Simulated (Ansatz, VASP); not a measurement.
# Sb2O3 (Senarmontite) in two plane-wave programs, part 2 of 2

Aim: how closely do two programs agree when they are given the same cell, functional and k mesh? The cell is taken from a series of runs on this material, whose earlier steps may have relaxed, scaled, displaced or heated it; both programs get it as it stands.

VASP 6.6.1 and Ansatz 0.2.0.

So far: Starting point; VASP: zone-centre phonons, PBEsol.

### 3. Ansatz: zone-centre phonons, PBEsol

Level of this step: Ansatz beside VASP: Kohn-Sham DFT, plane waves, PBEsol (Ansatz).

Ansatz runs on its PAW soft_1 files.

The same cell, functional and mesh now go to Ansatz, which takes its cutoff from its data sets.

File input.yaml:

```yaml
crystal:
  lattice:
    - [0.0, 5.5293223837, 5.5293223837]
    - [5.5293223837, 0.0, 5.5293223837]
    - [5.5293223837, 5.5293223837, 0.0]
  atoms:
    - { symbol: Sb, position: [0.8831788094, 0.8831788094, 0.8831788094] }
    - { symbol: Sb, position: [0.8995364282, 0.3668211906, 0.3668211906] }
    - { symbol: Sb, position: [0.8831788094, 0.8831788094, 0.3504635718] }
    - { symbol: Sb, position: [0.3668211906, 0.8995364282, 0.3668211906] }
    - { symbol: Sb, position: [0.3504635718, 0.8831788094, 0.8831788094] }
    - { symbol: Sb, position: [0.3668211906, 0.3668211906, 0.3668211906] }
    - { symbol: Sb, position: [0.8831788094, 0.3504635718, 0.8831788094] }
    - { symbol: Sb, position: [0.3668211906, 0.3668211906, 0.8995364282] }
    - { symbol: O, position: [0.8094340578, 0.1905659422, 0.1905659422] }
    - { symbol: O, position: [0.4405659422, 0.0594340578, 0.4405659422] }
    - { symbol: O, position: [0.1905659422, 0.8094340578, 0.8094340578] }
    - { symbol: O, position: [0.0594340578, 0.4405659422, 0.0594340578] }
    - { symbol: O, position: [0.1905659422, 0.8094340578, 0.1905659422] }
    - { symbol: O, position: [0.4405659422, 0.4405659422, 0.0594340578] }
    - { symbol: O, position: [0.8094340578, 0.1905659422, 0.8094340578] }
    - { symbol: O, position: [0.0594340578, 0.0594340578, 0.4405659422] }
    - { symbol: O, position: [0.4405659422, 0.0594340578, 0.0594340578] }
    - { symbol: O, position: [0.1905659422, 0.1905659422, 0.8094340578] }
    - { symbol: O, position: [0.0594340578, 0.4405659422, 0.4405659422] }
    - { symbol: O, position: [0.8094340578, 0.8094340578, 0.1905659422] }
kpoints:
  mp_grid: { grid: [4, 4, 4] }
hamiltonian:
  xc: pbesol
  pseudopotentials: { kind: paw, azcp: { folder: soft_1 }, xc_functional: pbe }
scf:
  occupations: { method: fixed }
output:
  eigenvalues: true
phonons:
  method: fd
  supercell: [1, 1, 1]
  amplitude: 0.06
```

Run with:

```bash
$ ansatz run input.yaml --threads 4 --pin off --max-ram 8192MiB --backend cpu --events-out ev --progress --plain --runs-dir out
```

Numbers of over 12 decimals in the logs are rounded to 6 here.

What it wrote:

```text
Engine: ansatz 0.2.0, x86_64-unknown-linux-gnu
Pseudopotentials: kind: paw
Pseudopotential: Sb, paw, valence charge 15, recommended cutoff 420 eV (normal), soft_1/Sb.paw.azcp
Pseudopotential: O, paw, valence charge 6, recommended cutoff 420 eV (normal), soft_1/O.paw.azcp
Functional definition: PBEsol
  exchange = pbesol_x
  correlation = pbesol_c
Crystal: 20 atoms, lattice volume = 338.100 Å³
Basis set: ecut = 420 eV, 6615 PW (Γ), exchange–correlation on 108×108×108 points (8 copies of the dense FFT grid, shifted against one another)
Bands: 116, of which v1, the nominal top of the filled ones, is band 96 counted from 1 (95 counted from 0)
Symmetry: 48 space group operations
k-points: 8 of 64
Non-local potential: Sb, projectors of the file, l = 0: 2, l = 1: 2, l = 2: 2, l = 3: 1
Non-local potential: O, projectors of the file, l = 0: 2, l = 1: 2, l = 2: 1
PAW form: soft (Blöchl's): semilocal exchange-correlation on the pseudo side does not see the compensation charge
PAW frozen core: Sb, regenerated for the run's functional, and the local potential with it (the file was generated under x = pbe(κ = 0.804, μ = 0.219515), c = pbe(β = 0.066725))
PAW frozen core: O, regenerated for the run's functional, and the local potential with it (the file was generated under x = pbe(κ = 0.804, μ = 0.219515), c = pbe(β = 0.066725))
PAW one-centre angular grid: Sb, 590 points (default); XC on 64 Gauss nodes
PAW one-centre angular grid: O, 110 points (default); XC on 64 Gauss nodes
Initial density: superposition of atomic densities (chi_scale 0.1, normalization cell, long waves kept (reshape's long-wave potential 0.38 eV rms))
Initial wavefunctions: pseudopotential atomic-orbital guess
Functional: x = pbesol(κ = 0.804, μ = 0.123457), c = pbesol(β = 0.046)
SCF iter   1: F=—  HF=-57993.086276 eV  |F-HF|=—  |Δ(HF+E_count)|=         —  Δρ=5.18e-2  dr2=8.37e0  ethr=3.10e-3  ⟨swp⟩=4.0  Hψ=3524  notcnv=0  defer=127
preconditioner: auto → Resta (q_TF=auto, 2.483 Å⁻¹)  ε∞=2.7  [insulator: Δε(μ)=3.146 eV  Ē_g=21.221 eV  n_scr=88 (ndim 8)  ℏωp=28.0 eV  f_vac=0.047  ε∞_Penn≈2.7]
SCF iter   2: F=—  HF=-57991.309316 eV  |F-HF|=—  |Δ(HF+E_count)|=    1.78e0  Δρ=2.59e-2  dr2=1.57e0  ethr=3.10e-3  ⟨swp⟩=3.0  Hψ=1808  notcnv=0  defer=131
SCF iter   3: F=—  HF=-57991.201632 eV  |F-HF|=—  |Δ(HF+E_count)|=   1.08e-1  Δρ=8.51e-3  dr2=2.62e-1  ethr=8.20e-4  ⟨swp⟩=2.8  Hψ=1548  notcnv=0  defer=138
SCF iter   4: F=—  HF=-57991.183455 eV  |F-HF|=—  |Δ(HF+E_count)|=   1.82e-2  Δρ=4.37e-3  dr2=4.11e-2  ethr=1.37e-4  ⟨swp⟩=2.0  Hψ=1456  notcnv=0  defer=139
SCF iter   5: F=—  HF=-57991.183359 eV  |F-HF|=—  |Δ(HF+E_count)|=   9.60e-5  Δρ=8.70e-4  dr2=2.88e-3  ethr=2.14e-5  ⟨swp⟩=2.1  Hψ=1234  notcnv=0  defer=140
SCF iter   6: F=—  HF=-57991.185693 eV  |F-HF|=—  |Δ(HF+E_count)|=   2.33e-3  Δρ=1.54e-4  dr2=1.40e-4  ethr=1.50e-6  ⟨swp⟩=2.1  Hψ=1261  notcnv=0  defer=141
SCF iter   7: F=—  HF=-57991.185960 eV  |F-HF|=—  |Δ(HF+E_count)|=   2.67e-4  Δρ=4.60e-5  dr2=9.87e-6  ethr=7.31e-8  ⟨swp⟩=2.0  Hψ=1292  notcnv=0  defer=118
SCF iter   8: F=—  HF=-57991.185896 eV  |F-HF|=—  |Δ(HF+E_count)|=   6.37e-5  Δρ=1.07e-5  dr2=4.76e-7  ethr=5.14e-9  ⟨swp⟩=2.4  Hψ=1588  notcnv=0  defer=104
SCF iter   9: F=—  HF=-57991.185898 eV  |F-HF|=—  |Δ(HF+E_count)|=   1.70e-6  Δρ=3.07e-6  dr2=3.77e-8  ethr=2.48e-10  ⟨swp⟩=2.9  Hψ=1777  notcnv=0  defer=105
SCF iter  10: F=—  HF=-57991.185898 eV  |F-HF|=—  |Δ(HF+E_count)|=   4.67e-8  Δρ=5.62e-7  dr2=1.06e-9  ethr=1.97e-11  ⟨swp⟩=2.1  Hψ=1480  notcnv=0  defer=107
SCF iter  11: F=-57991.185898 eV  HF=-57991.185898 eV  |F-HF|=1.46e-11  |Δ(HF+E_count)|=   1.88e-9  Δρ=1.07e-7  dr2=4.29e-11  ethr=1.00e-12  ⟨swp⟩=11.1  Hψ=4918  notcnv=0
SCF 1 converged in 11 iterations: F = -57991.185898 eV  dr2 = 4.29e-11
  greatest PAW one-centre occupation: 0.997 electrons in one spin orbital (limit 2), on the Sb atom at site 4 (counted from 0), in its partial waves of l = 2
Symmetry: 2 space group operations
k-points: 24 of 64 (time reversal used)
Initial density: handed on by an earlier stage of this run
Initial wavefunctions: those handed on with the density
iter 1 solved again at ethr=5.63e-6 eV; its pass at ethr=3.10e-3 eV (dr2=1.08e-2 eV) is discarded
SCF iter   1: F=—  HF=-57991.156151 eV  |F-HF|=—  |Δ(HF+E_count)|=         —  Δρ=2.17e-3  dr2=1.09e-2  ethr=5.63e-6  ⟨swp⟩=2.8  Hψ=14780  notcnv=0  defer=429
preconditioner: auto → Resta (q_TF=auto, 2.483 Å⁻¹)  ε∞=2.8  [insulator: Δε(μ)=2.932 eV  Ē_g=20.872 eV  n_scr=88 (ndim 8)  ℏωp=28.0 eV  f_vac=0.084  ε∞_Penn≈2.8]
SCF iter   2: F=—  HF=-57991.153926 eV  |F-HF|=—  |Δ(HF+E_count)|=   2.23e-3  Δρ=9.69e-4  dr2=2.49e-3  ethr=5.63e-6  ⟨swp⟩=2.2  Hψ=4627  notcnv=0  defer=432
SCF iter   3: F=—  HF=-57991.153670 eV  |F-HF|=—  |Δ(HF+E_count)|=   2.55e-4  Δρ=6.54e-4  dr2=1.02e-3  ethr=1.30e-6  ⟨swp⟩=2.0  Hψ=4498  notcnv=0  defer=431
[...]
SCF iter   7: F=—  HF=-57991.167756 eV  |F-HF|=—  |Δ(HF+E_count)|=   2.27e-9  Δρ=4.34e-7  dr2=6.33e-10  ethr=1.12e-11  ⟨swp⟩=2.0  Hψ=5271  notcnv=0  defer=448
SCF iter   8: F=—  HF=-57991.167756 eV  |F-HF|=—  |Δ(HF+E_count)|=  6.04e-10  Δρ=2.88e-7  dr2=2.45e-10  ethr=1.00e-12  ⟨swp⟩=5.0  Hψ=16422  notcnv=0
SCF iter   9: F=-57991.167756 eV  HF=-57991.167756 eV  |F-HF|=2.91e-11  |Δ(HF+E_count)|=  3.64e-11  Δρ=8.11e-8  dr2=2.35e-11  ethr=1.00e-12  ⟨swp⟩=5.0  Hψ=14480  notcnv=0
SCF 5 converged in 9 iterations: F = -57991.167756 eV  dr2 = 2.35e-11
  greatest PAW one-centre occupation: 0.997 electrons in one spin orbital (limit 2), on the Sb atom at site 2 (counted from 0), in its partial waves of l = 2
SCF converged after 11 iterations
Free energy (F): -57991.185898 eV
Harris-Foulkes:  -57991.185898 eV  (|F-HF|=1.46e-11)
Internal energy: -57991.185898 eV  (E = F + TS)
E sigma→0 (E₀):  -57991.185898 eV
Fermi energy:    7.053427 eV
--- Per-component energies (eV) ---
  E_band       = -1561.879761
  E_kinetic    = 3319.990109
  E_local      = -19139.966238  (includes V_loc(G=0)·N_el)
  E_nonlocal   = 3761.787863
  E_hartree    = 7831.225178
  E_xc         = -1634.636205
  E_vxc        = -1815.201263  (∫ρ·V_xc dr)
  E_paw        = -37612.199438  (= ΣΔE_a)
  E_vpaw       = -3350.950587  (= ΣTr[D̂ρ^β])
  E_aug_tail   = 0.010515  (compensation charges beyond the density's cutoff)
  E_ewald      = -14520.475978
  E_core_change = 3.078296  (= ΣΔE_core)
  E_smearing   = -0.000000  (= −TS)
  E_closure    = -0.000000  (closes the sum)
  Σ components = -57991.185898   (vs F -57991.185898, Δ=0.00e0)
--- Forces (eV/Å), atoms counted from 1 ---
  atom   1  Sb    -0.00006462    -0.00006462    -0.00006462
  atom   2  Sb     0.00006462    -0.00006462    -0.00006462
  atom   3  Sb     0.00006462     0.00006462    -0.00006462
  atom   4  Sb    -0.00006462     0.00006462    -0.00006462
  atom   5  Sb    -0.00006462     0.00006462     0.00006462
  atom   6  Sb     0.00006462     0.00006462     0.00006462
  atom   7  Sb     0.00006462    -0.00006462     0.00006462
  atom   8  Sb    -0.00006462    -0.00006462     0.00006462
  atom   9  O     -0.00013445    -0.00000000    -0.00000000
  atom  10  O      0.00000000    -0.00013445    -0.00000000
  atom  11  O      0.00013445     0.00000000    -0.00000000
  atom  12  O     -0.00000000     0.00013445    -0.00000000
  atom  13  O      0.00000000    -0.00013445     0.00000000
  atom  14  O     -0.00000000    -0.00000000    -0.00013445
  atom  15  O     -0.00000000     0.00013445     0.00000000
  atom  16  O      0.00000000    -0.00000000     0.00013445
  atom  17  O      0.00013445     0.00000000     0.00000000
  atom  18  O      0.00000000     0.00000000    -0.00013445
  atom  19  O     -0.00013445     0.00000000     0.00000000
  atom  20  O     -0.00000000    -0.00000000     0.00013445
  max |Σ_I F_I| component: 5.38e-17 eV/Å
--- Band table (eV; the first three rows and the last of 8) ---
  k-point 0: bands = [... 92 lower, 6.6885, 6.8069, 6.8069, 6.8069, 10.0211, 10.0211, 10.0211, 10.7233, ... 16 higher]
  k-point 1: bands = [... 92 lower, 6.7574, 6.7574, 6.9508, 6.9508, 10.2790, 10.4053, 10.4053, 10.9465, ... 16 higher]
  k-point 2: bands = [... 92 lower, 6.8324, 6.8324, 7.0534, 7.0534, 10.5722, 10.7795, 10.7795, 11.3924, ... 16 higher]
  k-point 7: bands = [... 92 lower, 6.8424, 6.8424, 6.9404, 6.9404, 11.1816, 11.1816, 11.3449, 11.3449, ... 16 higher]
--- Phonons: 4 displaced members + reference (amplitude 0.06 Å, Σ member SCF iterations 42) ---
  symmetry images taken by strict's conditions (phonons.symmetry_images: auto; settled by no image being taken that strict refuses)
  ASR residual: 2.644e-2 → 0.000e0 eV/Å²; symmetrization residual: 1.647e-2 eV/Å²
  largest component of a force at the reference: 1.3e-4 eV/Å
  ASR residual per site (eV/Å²): 2.24e-2 2.24e-2 2.24e-2 2.24e-2 2.24e-2 2.24e-2 2.24e-2 2.24e-2 2.64e-2 2.64e-2 2.64e-2 2.64e-2 2.64e-2 2.64e-2 2.64e-2 2.64e-2 2.64e-2 2.64e-2 2.64e-2 2.64e-2
  Γ frequencies (cm⁻¹): 0.00 0.00 0.00 54.96 54.96 54.96 67.82 67.82 67.82 84.84 84.84 84.84 110.31 110.31 128.63 128.63 163.19 163.19 163.19 168.39 168.39 168.39 179.52 179.52 179.52 212.80 212.80 212.80 238.61 265.73 271.87 271.87 271.87 306.81 306.81 342.24 342.24 342.24 349.73 349.73 351.07 351.07 351.07 356.89 356.89 356.89 423.72 429.10 560.04 560.04 560.04 581.42 581.42 581.42 671.74 671.74 671.74 678.45 678.45 678.45
  density of states and harmonic sums: on the 10×10×10 q-mesh, interpolated from the force constants of a 1×1×1 supercell (no non-analytic term)
  largest difference from the sums on the solved wave vectors: F 4.32e-1 eV, S 5.34e-4 and C_V 1.31e-4 eV/K
  zero-point energy: 1.078313 eV/cell   skipped modes (ω ≤ 0): 83, of them read as no rigid motion or as one in doubt: 80 (1.806e0 modes/cell left out, lowest -30.13 cm⁻¹)   left out of the sums: 3.02e-2 of the cell's modes: C_V's classical limit lies that fraction below 3 k_B per atom; for a crystal, a wire or a layer, F and S can be off by more, and a phonons.interpolated_qmesh denser along its periods is the remedy for the sampling
```

### 4. Side by side

Known differences besides the potentials themselves: fixed occupations in Ansatz, narrow Gaussian smearing in VASP; the data sets hold 192 valence electrons in Ansatz (on its PAW soft_1 files) and 112 in VASP; the cutoff is 420 eV in Ansatz and 600 eV in VASP; Ansatz makes its cores anew for this functional, VASP keeps those of its PBE data sets. Total energies have different zeros and are not compared.

Zone-centre modes by rising frequency (cm⁻¹; imaginary ones negative):

```
program                                                                                                                                                                                                                                                                                                                                                                                                                   modes
 Ansatz     0.0, 0.0, 0.0, 55.0, 55.0, 55.0, 67.8, 67.8, 67.8, 84.8, 84.8, 84.8, 110.3, 110.3, 128.6, 128.6, 163.2, 163.2, 163.2, 168.4, 168.4, 168.4, 179.5, 179.5, 179.5, 212.8, 212.8, 212.8, 238.6, 265.7, 271.9, 271.9, 271.9, 306.8, 306.8, 342.2, 342.2, 342.2, 349.7, 349.7, 351.1, 351.1, 351.1, 356.9, 356.9, 356.9, 423.7, 429.1, 560.0, 560.0, 560.0, 581.4, 581.4, 581.4, 671.7, 671.7, 671.7, 678.5, 678.5, 678.5
   VASP  -0.1, -0.1, -0.1, 52.8, 52.8, 52.8, 66.5, 66.5, 66.5, 84.4, 84.4, 84.4, 111.9, 111.9, 128.7, 128.7, 162.1, 162.1, 162.1, 170.3, 170.3, 170.3, 179.9, 179.9, 179.9, 215.7, 215.7, 215.7, 245.2, 271.3, 271.3, 271.3, 273.0, 316.5, 316.5, 343.6, 343.6, 343.6, 358.9, 358.9, 358.9, 359.6, 359.6, 362.5, 362.5, 362.5, 428.1, 434.9, 586.7, 586.7, 586.7, 607.0, 607.0, 607.0, 693.3, 693.3, 693.3, 699.4, 699.4, 699.4
```

The two lists differ in the order or number of single and degenerate modes, so they aren't paired one by one; the r.m.s. figure in the results sets the two lists side by side in order.

### 5. Results

* r.m.s. difference of the optical zone-centre modes, each program's sorted by frequency (zone-centre phonons, PBEsol): 12 cm⁻¹

The r.m.s. difference of the optical zone-centre modes, each program's sorted by frequency is 12 cm⁻¹ (zone-centre phonons, PBEsol). The data sets hold unlike numbers of valence electrons (192 in Ansatz and 112 in VASP), so part of the differences comes from the potentials. What causes the difference of the zone-centre phonons, PBEsol pair stays open here. 1 further run of this series is not shown here. How closely two codes agree says nothing of how well the functional describes the real material.

[Lines on the potential files, build, host, timing and source positions are cut from VASP's logs without a mark.]

[Logs are printed without paths, hosts, clocks, repeated set-up lines and the standing remarks that a program may print on its own settings, such as how far it seeks lower states.]

[Hosts, paths, dates, database ids (printed as entryN), source tags and the programs' standing remarks are cut or masked in the printed files.]
